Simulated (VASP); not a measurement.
Calculation: vdW-DF-cx, VASP's PBE PAW potentials (set 64) (plane waves; VASP).

A VASP calculation is set up with these files.

KPOINTS:
```
Automatic mesh
0
Gamma
14 14 14
0 0 0
```

File POSCAR:
```
Ta
1
   -1.6500000000     1.6500000000     1.6500000000
    1.6500000000    -1.6500000000     1.6500000000
    1.6500000000     1.6500000000    -1.6500000000
Ta
1
Direct
  0.0000000000   0.0000000000   0.0000000000
```

### INCAR
```
SYSTEM = Ta
PREC = Accurate
ENCUT = 520
EDIFF = 1E-6
NELM = 100
ALGO = Normal
LREAL = .FALSE.
LASPH = .TRUE.
ISMEAR = 1
SIGMA = 0.1
GGA = CX
LUSE_VDW = .TRUE.
AGGAC = 0.0
LMAXMIX = 6
LWAVE = .FALSE.
LCHARG = .FALSE.
IBRION = 2
ISIF = 3
NSW = 60
EDIFFG = -0.01
```

POTCAR, in this order: Ta_pv (PBE.64 set). Program: vasp_std.

Unless said otherwise, spin-orbit coupling is left out, though it shifts the bands of the heavy elements here.

### Question
What does the run give for the energy per atom (σ→0), volume per atom, band gap (on the k-mesh)?

### Answer

```yaml
energy per atom (σ→0): -9.598 eV/atom
band gap (on the k-mesh): none (metal, semimetal or under 0.01 eV)
volume_per_atom: 17.79 Å³/atom
```

File OSZICAR:
```
...
       N       E                     dE             d eps       ncg     rms          rms(c)
DAV:   1    -0.963470423227E+01   -0.44227E-01   -0.12498E+00  1902   0.165E+01    0.175E+00
DAV:   2    -0.960428642485E+01    0.30418E-01   -0.42359E-02  1904   0.261E+00    0.594E-01
DAV:   3    -0.959750274755E+01    0.67837E-02   -0.22023E-02  1939   0.182E+00    0.224E-01
DAV:   4    -0.959760676849E+01   -0.10402E-03   -0.27590E-04  2147   0.186E-01    0.208E-02
DAV:   5    -0.959760650603E+01    0.26246E-06   -0.18625E-05  1952   0.507E-02    0.124E-02
DAV:   6    -0.959760642423E+01    0.81803E-07   -0.46997E-07  1128   0.874E-03
   3 F= -.95976064E+01 E0= -.95977409E+01  d E =-.116630E-02
```

The compound is Ta in the bcc structure. This run relaxes it. Symmetry was kept, so distortions that lower it aren't found.
